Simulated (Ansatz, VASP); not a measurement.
# Cross-check of In11Ga5O24 (partly crystallised 69In2O3-31Ga2O3 (mol %)) between VASP and Ansatz, part 3 of 3

One calculation is typed for both programs; each brings its own data sets. How far apart do they land? Of the first pair: The cell is taken from a series of runs on this material, whose earlier steps may have relaxed, scaled, displaced or heated it; both programs get it as it stands.

VASP 6.6.1 and Ansatz 0.2.0.

So far. Step 6 (VASP: single point, PBEsol, pair 2): The run ends at a pressure of -1.43 GPa, with forces up to 0.057 eV/Å.

## Step 9: VASP: single point, PBEsol, start cell, pair 3

Level of this step: PBEsol; plane waves and PAW (In_d, Ga_d, O) (VASP).

The same cell, functional, mesh and smearing now go to VASP, with its own data sets.

INCAR reads:

```
SYSTEM = In22Ga9O48
PREC = Accurate
ENCUT = 520
EDIFF = 1E-06
NELM = 120
ISMEAR = 0
SIGMA = 0.025
LREAL = Auto
ALGO = Normal
GGA = PS
NBANDS = 400
LORBIT = 11
LWAVE = .FALSE.
LCHARG = .FALSE.
ISIF = 2
LASPH = .TRUE.
GGA_COMPAT = .FALSE.
NCORE = 2
```

POSCAR reads:

```
In22Ga9O48
1.0
   10.1095800000      0.0000000000      0.0000000000
    0.0000000000     10.1095800000      0.0000000000
    0.0000000000      0.0000000000     10.1095800000
In Ga O
22 9 48
Direct
    0.7996573547      0.1921444808      0.0509912380
    0.5588956218      0.4702272498      0.5519121467
    0.7672128812      0.7168942726      0.0624852862
    0.6053268286      0.3858221608      0.2059828400
    0.6237252190      0.9105422777      0.5630402054
    0.2794478109      0.9563404217      0.3981174292
    0.9928998039      0.9728099486      0.2268936988
    0.5538113354      0.9923557655      0.2257660556
    0.9971235205      0.9390597829      0.5533068634
    0.4826511091      0.6850630788      0.2472011696
    0.5441571262      0.9809705250      0.9028960649
    0.7974713094      0.2146577800      0.3852088811
    0.9460432580      0.4944517972      0.5603892545
    0.2733446889      0.9197810394      0.0624457198
    0.9948286675      0.9502570829      0.8717770669
    0.3016841451      0.4686841590      0.0397345884
    0.2868862999      0.4473281778      0.7147477937
    0.7857398626      0.7054200076      0.7306139325
    0.7769165485      0.6960031970      0.3826073882
    0.2752142028      0.9973708107      0.7313063451
    0.4808409449      0.6769816352      0.8597191970
    0.7949786242      0.2007501795      0.7069037487
    0.0211779322      0.4146660890      0.1557235810
    0.7996276799      0.4512056881      0.8874750484
    0.5480148532      0.2787257235      0.8569099804
    0.0961859939      0.2433929006      0.8910261356
    0.1254156948      0.2563212319      0.5350271722
    0.4688819911      0.1542794063      0.5553643178
    0.0497152206      0.6472573539      0.9380904053
    0.0612587269      0.6941336831      0.2602877667
    0.3153147806      0.1921741556      0.2244306885
    0.6879712115      0.6103023073      0.8965456527
    0.1588987871      0.2813667828      0.7252625727
    0.9066054178      0.0432560007      0.3940915449
    0.6563477414      0.1189070169      0.5503097062
    0.4278021441      0.6292941942      0.0543049266
    0.8216760736      0.8217255316      0.5569271918
    0.6736085970      0.3657619802      0.7408121801
    0.1045938605      0.8379477684      0.3763657837
    0.4386631294      0.5868690885      0.6829561663
    0.4259524135      0.1130215103      0.3601633302
    0.4071187923      0.3256218359      0.5650778766
    0.4036468379      0.3815390946      0.8814213845
    0.6747758067      0.1359799319      0.8864661044
    0.4515815692      0.1281853450      0.7574696476
    0.9199294135      0.5399136265      0.7608426858
    0.4217188053      0.0779656524      0.0784107747
    0.1454264173      0.3241084199      0.0484392032
    0.9318488008      0.5348491233      0.0373408193
    0.6232702051      0.8687205601      0.0651362371
    0.4130042989      0.9603761976      0.5657999640
    0.8905513384      0.7819810516      0.2196233671
    0.8964170618      0.3013181557      0.2118683467
    0.1132490173      0.8634384416      0.7142235385
    0.9171103053      0.0259753620      0.0477665739
    0.1698487969      0.0750278449      0.5442461507
    0.9313838953      0.2860158384      0.5451561786
    0.6617980173      0.3684722807      0.4000759675
    0.3732796021      0.8540216310      0.2406034672
    0.6725996530      0.3632297286      0.0099410658
    0.9542928589      0.5867602808      0.3783441053
    0.6753594116      0.1594527171      0.2170614407
    0.3687096793      0.8641605289      0.8817082411
    0.1968429945      0.2830285729      0.3553955753
    0.1182739540      0.7696857832      0.0803198550
    0.6701465343      0.5973146263      0.2182682169
    0.1982970608      0.5654636493      0.8780285630
    0.7347090581      0.5808549910      0.5587175728
    0.3968315202      0.3568397500      0.1926489528
    0.9106411938      0.2825241009      0.8842800591
    0.1650315839      0.0681729607      0.9060811626
    0.9086331974      0.7663523114      0.8991966036
    0.1891275404      0.0491612906      0.2132828466
    0.8985041911      0.0334138510      0.7138080909
    0.4166048441      0.5526144508      0.3912922199
    0.6110837443      0.8329525064      0.3685217388
    0.1601055632      0.4589310337      0.5372132176
    0.6145952651      0.8323689016      0.7567178854
    0.1593735843      0.5310309627      0.2253011500
```

KPOINTS reads:

```
Automatic mesh
0
Gamma
1 1 1
0 0 0
```

PAW data sets: In_d, Ga_d and O (PBE family, release 64).

The run is started by

```sh
mpirun -np 8 vasp_gam
```

Numbers of over 12 decimals in the logs are rounded to 6 here.

Output:

```text
[banner, memory and clock lines left out]
running    8 mpi-ranks, on    1 nodes
[...]
[... a notice as in an earlier step ...]

 LDA part: xc-table for (Slater+PW92), standard interpolation
 POSCAR, INCAR and KPOINTS ok, starting setup
[...]
entering main loop
       N       E                     dE             d eps       ncg     rms          rms(c)
DAV:   1     0.177185023766E+05    0.17719E+05   -0.28067E+05   832   0.303E+03
DAV:   2     0.478968880249E+04   -0.12929E+05   -0.12293E+05   800   0.957E+02
DAV:   3     0.366680883482E+03   -0.44230E+04   -0.42070E+04   944   0.406E+02
DAV:   4    -0.463297849323E+03   -0.82998E+03   -0.80105E+03  1080   0.181E+02
[...]
DAV:  34    -0.463070358911E+03   -0.67391E-05   -0.16147E-05   904   0.152E-02    0.860E-02
DAV:  35    -0.463070349780E+03    0.91306E-05   -0.37094E-05   544   0.819E-03    0.327E-02
DAV:  36    -0.463070350178E+03   -0.39766E-06   -0.55665E-06   520   0.776E-03
   1 F= -.46307035E+03 E0= -.46306179E+03  d E =-.171127E-01
```

From OUTCAR (step 9):

```text
  FREE ENERGIE OF THE ION-ELECTRON SYSTEM (eV)
  ---------------------------------------------------
  free  energy   TOTEN  =      -463.0703501779 eV

  energy  without entropy=     -463.0532374431  energy(sigma->0) =     -463.06179381
```

This run has no spin polarisation. Its electron count is odd, so without a moment it is a metal by construction.

## Step 10: Differences

Forces on 10 of the 79 atoms, those with the largest forces and the largest differences (eV/Å; atoms numbered as in POSCAR):

| atom | Ansatz x, y, z | VASP x, y, z |
| --- | --- | --- |
| In16 | -0.450, 0.198, 1.044 | -0.476, 0.203, 1.071 |
| Ga23 | 0.792, 0.673, 0.567 | 0.772, 0.650, 0.596 |
| Ga25 | 0.217, 0.014, -0.038 | 0.166, 0.038, -0.021 |
| Ga27 | 0.394, 1.207, -0.606 | 0.400, 1.190, -0.612 |
| Ga30 | 0.612, -1.104, 0.170 | 0.629, -1.120, 0.183 |
| O47 | -0.122, 0.049, 0.029 | -0.123, 0.087, -0.003 |
| O54 | 0.066, 0.100, -0.030 | 0.070, 0.042, -0.038 |
| O75 | 1.054, 0.199, 0.168 | 1.026, 0.172, 0.197 |
| O77 | -0.731, -1.045, 1.082 | -0.709, -1.014, 1.069 |
| O79 | -1.157, 0.343, -1.350 | -1.123, 0.338, -1.350 |

The forces differ by 16 meV/Å r.m.s., which is 5.4 % of the r.m.s. force of 0.294 eV/Å (both taken over all components). VASP's last cycles still show a density residual of 3e-03, so its state may not be settled.

## Step 11: Results

| Item | Value |
| --- | --- |
| r.m.s. force difference (single point, PBEsol, pair 1) | 2.7 % of the r.m.s. force |
| r.m.s. force difference (single point, PBEsol, pair 2) | 15 meV/Å |
| r.m.s. force difference (single point, PBEsol, start cell, pair 3) | 5.4 % of the r.m.s. force |

What this shows: The r.m.s. force difference is 5.4 % of the r.m.s. force (single point, PBEsol, start cell, pair 3), beyond the 3 % picked in this series as the mark of a large difference. What causes the difference of the single point, PBEsol, pair 2 pair stays open here. What causes the difference of the single point, PBEsol, start cell, pair 3 pair stays open here. 1 further run of this series is not shown here. How closely two codes agree says nothing of how well the functional describes the real material.

[Lines on the potential files, build, host, timing and source positions are cut from VASP's logs without a mark.]

[Logs are printed without paths, hosts, clocks, repeated set-up lines and the standing remarks that a program may print on its own settings, such as how far it seeks lower states.]

[Hosts, paths, dates, database ids (printed as entryN), source tags and the programs' standing remarks are cut or masked in the printed files.]
